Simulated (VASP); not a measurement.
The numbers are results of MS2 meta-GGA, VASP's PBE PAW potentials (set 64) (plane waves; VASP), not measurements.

VASP input:

File POSCAR:
```
V
2.5254560
 -0.5773503796   0.5773503796   0.5773503796
  0.5773503796  -0.5773503796   0.5773503796
  0.5773503796   0.5773503796  -0.5773503796
V
1
direct
  0.0000000000   0.0000000000   0.0000000000
```

KPOINTS:
```
Automatic mesh
0
Gamma
17 17 17
0 0 0
```

INCAR:
```
SYSTEM = V
PREC = Accurate; ENCUT = 520; LREAL = .False.
LASPH = .True.
EDIFF = 1E-7; NELM = 100; ALGO = Normal
LMAXMIX = 4; LMIXTAU = .True.
ISMEAR = 1; SIGMA = 0.1
METAGGA = MS2
ISIF = 2
LWAVE = .False.; LCHARG = .False.
```

POTCAR, in this order: V_sv (PBE.64 set). Program: vasp_std.

The run wrote:

**OSZICAR**
```
       N       E                     dE             d eps       ncg     rms          rms(c)
DAV:   1     0.709597362862E+02    0.70960E+02   -0.70531E+03  3300   0.139E+03
DAV:   2    -0.199519975525E+02   -0.90912E+02   -0.89165E+02  3388   0.364E+02
DAV:   3    -0.211937067708E+02   -0.12417E+01   -0.12297E+01  3498   0.499E+01
DAV:   4    -0.212026306001E+02   -0.89238E-02   -0.89033E-02  3388   0.448E+00
DAV:   5    -0.212027576947E+02   -0.12709E-03   -0.12710E-03  3488   0.524E-01    0.280E+01
DAV:   6    -0.147445230272E+02    0.64582E+01   -0.26209E+01  3310   0.775E+01    0.609E+00
DAV:   7    -0.132946701348E+02    0.14499E+01   -0.54058E+00  3300   0.412E+01    0.509E+00
DAV:   8    -0.133445234271E+02   -0.49853E-01   -0.25853E-01  3302   0.779E+00    0.128E+00
DAV:   9    -0.134049667524E+02   -0.60443E-01   -0.10669E-01  3316   0.586E+00    0.108E+00
DAV:  10    -0.133455958300E+02    0.59371E-01   -0.10060E-01  3300   0.596E+00    0.293E-01
DAV:  11    -0.133443340918E+02    0.12617E-02   -0.36858E-03  3304   0.941E-01    0.444E-01
DAV:  12    -0.133430896811E+02    0.12444E-02   -0.19734E-03  3304   0.666E-01    0.186E-01
DAV:  13    -0.133422314696E+02    0.85821E-03   -0.21354E-03  3300   0.839E-01    0.607E-02
DAV:  14    -0.133422025176E+02    0.28952E-04   -0.28815E-05  3340   0.762E-02    0.551E-02
DAV:  15    -0.133421949985E+02    0.75191E-05   -0.48983E-06  3328   0.360E-02    0.441E-02
DAV:  16    -0.133421559661E+02    0.39032E-04   -0.33432E-05  3300   0.995E-02    0.282E-03
DAV:  17    -0.133421539921E+02    0.19740E-05   -0.21041E-07  3160   0.827E-03    0.280E-03
DAV:  18    -0.133421535406E+02    0.45151E-06   -0.78981E-09  1652   0.160E-03    0.242E-03
DAV:  19    -0.133421522936E+02    0.12470E-05   -0.49974E-08  1656   0.400E-03    0.256E-04
DAV:  20    -0.133421522791E+02    0.14537E-07   -0.30967E-09  1652   0.938E-04
   1 F= -.13342152E+02 E0= -.13341871E+02  d E =-.845011E-03
```

File OUTCAR:
```
------------------------ aborting loop because EDIFF is reached ----------------------------------------
  FORCE on cell =-STRESS in cart. coord.  units (eV):
  Direction    XX          YY          ZZ          XY          YZ          ZX
  --------------------------------------------------------------------------------------
  Total        1.1437837      1.1437837      1.1437837      0.0000000      0.0000000     -0.0000000
  in kB      147.7939725    147.7939725    147.7939725      0.0000000      0.0000000     -0.0000000
  external PRESSURE =     147.7939725 kB  Pullay stress =       0.0000000 kB
  volume of cell :       12.40
      direct lattice vectors                 reciprocal lattice vectors
    -1.458072980  1.458072980  1.458072980     0.000000000  0.342918363  0.342918363
     1.458072980 -1.458072980  1.458072980     0.342918363  0.000000000  0.342918363
     1.458072980  1.458072980 -1.458072980     0.342918363  0.342918363  0.000000000
 POSITION                                       TOTAL-FORCE (eV/Angst)
 -----------------------------------------------------------------------------------
      0.00000      0.00000      0.00000        -0.000000     -0.000000     -0.000000
 -----------------------------------------------------------------------------------
    total drift:                                0.000000     -0.000000      0.000000
  FREE ENERGIE OF THE ION-ELECTRON SYSTEM (eV)
  ---------------------------------------------------
  free  energy   TOTEN  =       -13.3421522791 eV

  energy  without entropy=      -13.3413072683  energy(sigma->0) =      -13.34187061
```
(Selected blocks of OUTCAR.)

File OUTCAR:
```
 val. band max:       10.7923037985   @ k =  -0.1765   0.1765   0.0588

 cond. band min:      10.8072065588   @ k =   0.1765   0.0588   0.0000


 Fermi energy:        10.8050156869

 k-point     1 :       0.0000    0.0000    0.0000
  band No.  band energies     occupation
      1     -55.4137      2.00000
      2     -27.1738      2.00000
      3     -27.1738      2.00000
      4     -27.1736      2.00000
      5       3.8406      2.00000
      6      11.2406     -0.00000
      7      11.2406     -0.00000
      8      11.2410     -0.00000
      9      13.7837      0.00000
     10      13.7837      0.00000

 k-point     2 :       0.0588    0.0000    0.0000
  band No.  band energies     occupation
      1     -55.4053      2.00000
      2     -27.2139      2.00000
      3     -27.1858      2.00000
      4     -27.1742      2.00000
      5       3.9928      2.00000
      6      11.1707     -0.00000
      7      11.2254     -0.00000
      8      11.3544     -0.00000
      9      13.6970      0.00000
     10      13.7875      0.00000

 k-point     3 :       0.1176    0.0000    0.0000
  band No.  band energies     occupation
      1     -55.3813      2.00000
      2     -27.3282      2.00000
      3     -27.2204      2.00000
      4     -27.1751      2.00000
      5       4.4340      2.00000
      6      10.9753     -0.03684
      7      11.1576     -0.00001
      8      11.6874     -0.00000
      9      13.5014      0.00000
     10      13.8023      0.00000

 k-point     4 :       0.1765    0.0000    0.0000
  band No.  band energies     occupation
      1     -55.3447      2.00000
      2     -27.4993      2.00000
      3     -27.2725      2.00000
      4     -27.1765      2.00000
      5       5.1123      2.00000
      6      10.6920      2.06776
      7      11.0015     -0.01789
      8      12.2166     -0.00000
      9      13.3435      0.00000
     10      13.8362      0.00000

 k-point     5 :       0.2353    0.0000    0.0000
...
```

The compound is V in the bcc structure. This cell is one point of a volume scan, at 0.94 of the reference volume. The run is not spin-polarised, so no magnetic state was tried.
